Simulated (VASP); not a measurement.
Method: PBE GGA, VASP's PBE PAW potentials (set 64) (plane waves; VASP).

A VASP calculation is set up with these files.

KPOINTS:
```
Automatic mesh
0
Gamma
5 5 1
0 0 0
```

INCAR:
```
# general
SYSTEM = Al16N
PREC   = Normal
ENCUT  = 400
LREAL  = .False.
LASPH  = .True.

# electronic loop
EDIFF  = 1E-6
NELM   = 100
NELMIN = 4
ALGO   = Normal

# smearing
ISMEAR = 1
SIGMA  = 0.1

# functional
GGA    = PE

# output
LWAVE  = .False.
LCHARG = .False.
LORBIT = 11
LVHAR  = .True.

# other
LDIPOL = .True.
IDIPOL = 3
DIPOL  = 0.5 0.5 0.5
```

POSCAR:
```
Al16N
1
    5.7074358814     0.0000000000     0.0000000000
    2.8537174425     4.9427846712     0.0000000000
    0.0000000000     0.0000000000    20.9409509635
Al N
16 1
Direct
  0.0033829962   0.9969879335   0.3324226420
  0.4996290703   0.9969879335   0.3324226420
  0.0034065032   0.4931869937   0.3327801614
  0.5018837541   0.4962324918   0.3340230350
  0.1705000973   0.1590008054   0.4424224984
  0.6707125265   0.1585759470   0.4460235999
  0.1694243981   0.6595371200   0.4463186260
  0.6710394818   0.6595371200   0.4463186260
  0.8425694653   0.3207553179   0.5551696353
  0.3366742169   0.3207553179   0.5551696353
  0.8383773447   0.8232443106   0.5593838056
  0.3370676208   0.8258637585   0.5552413453
  0.0005159239   0.9772613205   0.6767534153
  0.5222227556   0.9772613205   0.6767534153
  0.0007424819   0.4985150361   0.6764040991
  0.5074557121   0.4850885758   0.6596046085
  0.1743956514   0.1512086972   0.7082132095
```

POTCAR, in this order: Al N (PBE.64 set). Program: vasp_std. Read from the step before: WAVECAR.

The run wrote:

OSZICAR:
```
       N       E                     dE             d eps       ncg     rms          rms(c)
DAV:   1    -0.666349998622E+02   -0.66635E+02   -0.26974E-05   760   0.273E-02    0.653E-03
DAV:   2    -0.666350819794E+02   -0.82117E-04   -0.45379E-04   718   0.992E-02    0.223E-02
DAV:   3    -0.666349911859E+02    0.90794E-04   -0.26860E-04   618   0.771E-02    0.126E-03
DAV:   4    -0.666349917872E+02   -0.60131E-06   -0.49454E-06   630   0.835E-03
   1 F= -.66634992E+02 E0= -.66635180E+02  d E =0.563317E-03
```

### OUTCAR
```
------------------------ aborting loop because EDIFF is reached ----------------------------------------
  FORCE on cell =-STRESS in cart. coord.  units (eV):
  Direction    XX          YY          ZZ          XY          YZ          ZX
  --------------------------------------------------------------------------------------
  Total       -3.6654927     -3.8117988     -0.5589497      0.0000004      0.3148233     -0.0000000
  in kB       -9.9410855    -10.3378785     -1.5159125      0.0000010      0.8538239     -0.0000001
  external PRESSURE =      -7.2649589 kB  Pullay stress =       0.0000000 kB
  volume of cell :      590.76
      direct lattice vectors                 reciprocal lattice vectors
     5.707435881  0.000000000  0.000000000     0.175210028 -0.101157535  0.000000000
     2.853717442  4.942784671  0.000000000     0.000000000  0.202315105  0.000000000
     0.000000000  0.000000000 20.940950964     0.000000000  0.000000000  0.047753323
 POSITION                                       TOTAL-FORCE (eV/Angst)
 -----------------------------------------------------------------------------------
      2.86443      4.92790      6.96125        -0.002015     -0.006417      0.003319
      5.69672      4.92790      6.96125         0.002015     -0.006417      0.003319
      1.42686      2.43772      6.96873         0.000000     -0.006317     -0.005265
      4.28058      2.45277      6.99476         0.000000     -0.007992      0.011811
      1.42686      0.78591      9.26475         0.000000     -0.009081      0.003844
      4.28058      0.78381      9.34016         0.000000     -0.009721      0.001356
      2.84911      3.25995      9.34634         0.004915     -0.002354     -0.004919
      5.71205      3.25995      9.34634        -0.004915     -0.002354     -0.004919
      5.72426      1.58542     11.62578        -0.001728      0.003924     -0.006899
      2.83689      1.58542     11.62578         0.001728      0.003924     -0.006899
      7.13429      4.06912     11.71403         0.000000     -0.000409     -0.017273
      4.28057      4.08207     11.62728         0.000000     -0.004648      0.015147
      2.79177      4.83039     14.17186        -0.012788      0.000809     -0.006670
      5.76938      4.83039     14.17186         0.012788      0.000809     -0.006670
      1.42686      2.46405     14.16455        -0.000000      0.026329     -0.000149
      4.28058      2.39769     13.81275        -0.000000      0.007230      0.005556
      1.42686      0.74739     14.83066        -0.000000      0.012687      0.015311
 -----------------------------------------------------------------------------------
    total drift:                                0.000155     -0.000414      0.000269
  FREE ENERGIE OF THE ION-ELECTRON SYSTEM (eV)
  ---------------------------------------------------
  free  energy   TOTEN  =       -66.6349917872 eV

  energy  without entropy=      -66.6355551045  energy(sigma->0) =      -66.63517956

 total charge

# of ion       s       p       d       tot
------------------------------------------
    1        0.457   0.305   0.000   0.762
    2        0.457   0.305   0.000   0.762
    3        0.457   0.306   0.000   0.762
    4        0.456   0.303   0.000   0.758
    5        0.431   0.345   0.000   0.776
    6        0.427   0.345   0.000   0.772
    7        0.427   0.345   0.000   0.772
    8        0.427   0.345   0.000   0.772
    9        0.434   0.341   0.000   0.774
   10        0.434   0.341   0.000   0.774
   11        0.435   0.334   0.000   0.769
   12        0.433   0.340   0.000   0.774
   13        0.409   0.356   0.000   0.765
   14        0.409   0.356   0.000   0.765
   15        0.409   0.356   0.000   0.765
   16        0.449   0.343   0.000   0.792
   17        1.279   2.447   0.000   3.726
--------------------------------------------------
tot          8.229   7.812   0.000  16.041
```
(Selected blocks of OUTCAR.)

At this cut-off the stress carries a Pulay error, which pulls relaxed volumes low.

The cell is a thin slab with vacuum, built from Al (fcc): (111) face, N adsorbed.
